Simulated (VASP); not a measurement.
Given:

```yaml
crystal:
  lattice:
    - [3.74303, 0.00000, 0.00000]
    - [-1.87152, 3.24156, 0.00000]
    - [0.00000, 0.00000, 6.18104]
  atoms:
    - { symbol: V, position: [0.33333, 0.66667, 0.99993], spin: 2.1 }
    - { symbol: V, position: [0.66667, 0.33333, 0.49993], spin: 2.1 }
    - { symbol: S, position: [0.33333, 0.66667, 0.37507], spin: -0.1 }
    - { symbol: S, position: [0.66667, 0.33333, 0.87507], spin: -0.1 }
```

All values below come from PBEsol GGA, VASP's PBE PAW potentials (set 64) (plane waves; VASP 6.6.1). Run with 400 eV cut-off, Gaussian smearing of 0.050 eV, potentials V_sv S.

Question: What does the run give for the cell moment, band gap (along the path) with the smallest direct gap where there is one?

Answer: 
```
Quantity                                                     Result
-------------------------  ----------------------------------------
band gap (along the path)  none (metal, semimetal or under 0.01 eV)
cell moment                                                 4.71 μB
```

Only differences to runs with the same potentials and settings are physical.

The structure was generated: VS was put into the wurtzite type (P6_3mc), which need not be its known phase. It was relaxed first, which changed the volume by -29 %.
